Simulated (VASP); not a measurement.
A run of VASP 6.6.1:

Contents of INCAR:

```
SYSTEM = Au
AGGAC = 1.0
AGGAX = 1.0
ALDAC = 0.0
ALDAX = 1.0
ALGO = Normal
DIPOL = 0.5 0.5 0.294
EDIFF = 1E-7
EDIFFG = -0.01
ENCUT = 520
GGA = B5
IBRION = 2
IDIPOL = 3
ISIF = 2
ISMEAR = -1
LASPH = .True.
LCHARG = .False.
LDIPOL = .True.
LREAL = .False.
LWAVE = .False.
NELM = 100
NSW = 40
PREC = Accurate
SIGMA = 0.05
```

KPOINTS

```
k-points
0
Gamma
  10 10 1
  0 0 0
```

The input POSCAR:

```
Au
1.0
    2.6622700000      0.0000000000      0.0000000000
    0.0000000000      2.6617000000      0.0000000000
    0.0000000000      0.0000000000     23.8000000000
Au
1
Selective dynamics
Direct
    0.0000000000      0.5000000000      0.2941200000  F F F
```

Potentials or basis: VASP PAW PBE potentials, release 64 (Au).

Run with:

```console
$ cat potpaw_PBE.64/Au/POTCAR > POTCAR
$ mpirun -np 1 vasp_std > vasp.out
```

Hardware: 1 thread of Intel(R) Xeon(R) Platinum 8259CL CPU @ 2.50GHz (Skylake/Cascade Lake), with other jobs on the host.

**Question.** How long does it take, and how much memory?

**Answer.** It took 82 s on 1 thread of Intel(R) Xeon(R) Platinum 8259CL CPU @ 2.50GHz (Skylake/Cascade Lake), with other jobs on the host, peak memory 0.27 GiB. Counts: scf iterations 24, k points 36, ion steps 1.
